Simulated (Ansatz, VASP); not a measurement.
# Ti19Si9O56 (glassy 68TiO2-32SiO2 (mol %)) in two plane-wave programs, part 3 of 3

One calculation is typed for both programs; each brings its own data sets. How far apart do they land? The structure shown is the start of the Ansatz relaxation below; VASP solves that cell, so the two are compared at the walk's first step.

VASP 6.6.1 and Ansatz 0.2.0.

So far. Step 6 (VASP: single point, PBE, start cell, pair 2): The run ends at a pressure of 6.26 GPa, with forces up to 0.65 eV/Å.

**9. VASP: single point, PBE, start cell, pair 3**

Level of this step: PBE, no spin polarisation; plane waves and PAW (Ti_sv, Si, O) (VASP).

The same cell, functional, mesh and smearing now go to VASP, with its own data sets.

The input, INCAR:

```
SYSTEM = Ti19Si9O56
PREC = Accurate
ENCUT = 520
EDIFF = 1E-06
NELM = 120
ISMEAR = 0
SIGMA = 0.025
LREAL = Auto
ALGO = Normal
GGA = PE
NBANDS = 360
LASPH = .TRUE.
LORBIT = 11
LWAVE = .FALSE.
LCHARG = .FALSE.
ISIF = 2
GGA_COMPAT = .FALSE.
EFERMI = MIDGAP
NCORE = 2
```

The input, POSCAR:

```
Ti19Si9O56
1.0
   10.2173800000     -0.0237100000     -0.1110900000
   -0.0237100000      9.9407000000     -0.0662800000
   -0.1110900000     -0.0662800000     10.0742700000
Ti Si O
19 9 56
Direct
    0.7106357050      0.4604120347      0.6482912042
    0.1895981384      0.4313838390      0.9061852202
    0.5902621878      0.7442607347      0.3059379814
    0.4418480773      0.3126791466      0.1504733620
    0.4839046602      0.7187675780      0.6363832698
    0.9765765946      0.8845222956      0.1420662769
    0.2347453899      0.6317143425      0.4438284751
    0.9016518474      0.8196243825      0.7749235635
    0.7319740043      0.2951088320      0.9691198276
    0.8401286121      0.1393349547      0.6905180235
    0.9999986552      0.4510011241      0.6120534992
    0.1319615682      0.0741428271      0.8645563199
    0.8829917691      0.9036710417      0.4675164426
    0.5938049207      0.0253547607      0.7825129069
    0.3919792995      0.9642204193      0.0849742472
    0.0680635273      0.1760356289      0.4028906133
    0.0477963784      0.2295532967      0.1054194986
    0.4239063986      0.6104076031      0.0426680621
    0.2458948476      0.7847174970      0.8722247403
    0.7234532500      0.5837454242      0.9321825868
    0.6749473763      0.9726103611      0.0939169308
    0.7638249121      0.2083132597      0.2696036847
    0.3121149370      0.9529764717      0.3960918388
    0.0735030139      0.5751889216      0.1725672403
    0.6120138889      0.0383131914      0.4624184205
    0.3434905105      0.2287652228      0.7142771555
    0.8023866365      0.5164731944      0.2290358482
    0.4431070660      0.3866510075      0.4809233813
    0.0457504365      0.7209431386      0.1040240660
    0.3168770523      0.3603748648      0.8021313224
    0.5744563013      0.6209172649      0.9570292187
    0.0726880034      0.8635120826      0.8372227954
    0.1994577883      0.0567345767      0.4337999809
    0.8392998972      0.3124767424      0.6538586701
    0.6588141666      0.0859459584      0.6086678403
    0.9205482542      0.7948363410      0.5990255828
    0.9750760932      0.8822701425      0.3177995099
    0.7838789508      0.5351493625      0.0720201873
    0.4777021507      0.6423379476      0.2091508458
    0.7545833842      0.3695064061      0.2709891191
    0.1965007924      0.5958628586      0.2736102033
    0.0617729352      0.3104901644      0.5148602969
    0.9755365083      0.1208394520      0.7981105916
    0.4374144213      0.3493814707      0.3262717172
    0.7288135003      0.6361901100      0.3031813295
    0.3813955466      0.7840979648      0.0096522373
    0.3518292378      0.4361782984      0.0614927541
    0.9120195149      0.1648012647      0.2929382750
    0.9536816166      0.5341967474      0.2652054244
    0.7058853385      0.9105319172      0.4222704829
    0.3711534379      0.5304026834      0.5080553256
    0.6562353836      0.1592442414      0.3702457743
    0.0636382475      0.4511341360      0.7797260490
    0.2197391254      0.1282755724      0.7247882898
    0.5726745046      0.9032619457      0.1927868334
    0.3701460256      0.2731309581      0.5648272919
    0.7274357573      0.4427740870      0.8469653786
    0.8063071765      0.8860269626      0.0876687374
    0.7160638997      0.1267720382      0.1331461227
    0.8447143199      0.5420664400      0.5807435653
    0.5439889085      0.8720003865      0.7045302452
    0.2723569138      0.9729223025      0.9425339424
    0.4582972097      0.0052032583      0.4444448192
    0.7170527773      0.1746760788      0.8403919017
    0.1037330950      0.5802721231      0.5394022739
    0.5900609997      0.3363915763      0.0630264932
    0.2767819261      0.8095712441      0.4608081862
    0.1380138312      0.2509872578      0.2582487259
    0.5931389890      0.3941627114      0.5309284856
    0.0432942717      0.0387858762      0.0759241403
    0.4080392658      0.1412795423      0.1138040861
    0.1561248333      0.2351030870      0.9623949468
    0.7909059103      0.9490692652      0.7749014121
    0.8179555524      0.6879738047      0.8637216976
    0.5801091684      0.9797954053      0.9655672487
    0.8902216495      0.2842724041      0.0431432052
    0.9234110072      0.0644142827      0.5330263242
    0.3236589557      0.7475665934      0.7266336903
    0.4625541937      0.1403198715      0.7711313620
    0.5265484055      0.7333413276      0.4623064625
    0.3119338307      0.9293203442      0.2368556810
    0.5970334266      0.6016345100      0.6927053552
    0.2429766686      0.6083224504      0.9277309314
    0.0903544196      0.4523597103      0.0698531878
```

The input, KPOINTS:

```
Automatic mesh
0
Gamma
1 1 1
0 0 0
```

PAW data sets: Ti_sv, Si and O (PBE family, release 64).

On the command line:

```sh
$ mpirun -np 8 vasp_gam
```

Numbers of over 12 decimals in the logs are rounded to 6 here.

What it wrote:

```text
[... set-up lines as in an earlier step ...]
 entering main loop
       N       E                     dE             d eps       ncg     rms          rms(c)
DAV:   1     0.111611193001E+05    0.11161E+05   -0.33198E+05   720   0.199E+03
DAV:   2     0.183677087759E+04   -0.93243E+04   -0.88619E+04   720   0.611E+02
DAV:   3    -0.610781923121E+03   -0.24476E+04   -0.23206E+04   848   0.276E+02
DAV:   4    -0.873637974225E+03   -0.26286E+03   -0.26151E+03   944   0.102E+02
[...]
DAV:  18    -0.713517715422E+03   -0.95862E-05   -0.25704E-05  1024   0.138E-02    0.963E-03
DAV:  19    -0.713517720329E+03   -0.49078E-05   -0.48522E-06   712   0.745E-03    0.488E-03
DAV:  20    -0.713517721280E+03   -0.95052E-06   -0.31127E-06   568   0.456E-03
   1 F= -.71351772E+03 E0= -.71351772E+03  d E =0.000000E+00
```

Parts of OUTCAR (step 9):

```text
  FREE ENERGIE OF THE ION-ELECTRON SYSTEM (eV)
  ---------------------------------------------------
  free  energy   TOTEN  =      -713.5177212799 eV

  energy  without entropy=     -713.5177212799  energy(sigma->0) =     -713.51772128
```

The run ends at a pressure of 13.02 GPa, with forces up to 1.3 eV/Å.

**10. Side by side**

Forces on 8 of the 84 atoms, those with the largest forces and the largest differences (eV/Å; atoms numbered as in POSCAR):

| atom | Ansatz x, y, z | VASP x, y, z |
| --- | --- | --- |
| Ti5 | -0.778, -0.279, -0.228 | -0.884, -0.294, -0.267 |
| Ti19 | -0.588, 0.368, 0.313 | -0.676, 0.420, 0.376 |
| O36 | 0.359, -0.806, -0.127 | 0.384, -0.873, -0.128 |
| O49 | 0.334, -0.147, 0.869 | 0.347, -0.149, 0.877 |
| O54 | -0.341, -0.372, -0.741 | -0.335, -0.372, -0.793 |
| O60 | 0.146, 0.937, -0.619 | 0.182, 1.041, -0.685 |
| O68 | 0.941, 0.544, 0.116 | 1.033, 0.595, 0.136 |
| O73 | -0.624, 0.469, 0.146 | -0.713, 0.557, 0.151 |

The forces differ by 35 meV/Å r.m.s., which is 9.8 % of the r.m.s. force of 0.354 eV/Å (both taken over all components).

**11. Outcome**

* r.m.s. force difference (single point, PBE, start cell, pair 1): 33 meV/Å
* r.m.s. force difference (single point, PBE, start cell, pair 2): 33 meV/Å
* r.m.s. force difference (single point, PBE, start cell, pair 3): 9.8 % of the r.m.s. force

What this shows: The r.m.s. force difference is 9.8 % of the r.m.s. force (single point, PBE, start cell, pair 3), beyond the 3 % picked in this series as the mark of a large difference. What causes the difference of the single point, PBE, start cell, pair 1 pair stays open here. What causes the difference of the single point, PBE, start cell, pair 2 pair stays open here. What causes the difference of the single point, PBE, start cell, pair 3 pair stays open here. 3 further runs of this series are not shown here. Such differences can come from data sets, numerical settings and the points named under the comparisons, not from the functional's error against experiment.

[Lines on the potential files, build, host, timing and source positions are cut from VASP's logs without a mark.]

[Logs are printed without paths, hosts, clocks, repeated set-up lines and the standing remarks that a program may print on its own settings, such as how far it seeks lower states.]

[Hosts, paths, dates, database ids (printed as entryN), source tags and the programs' standing remarks are cut or masked in the printed files.]
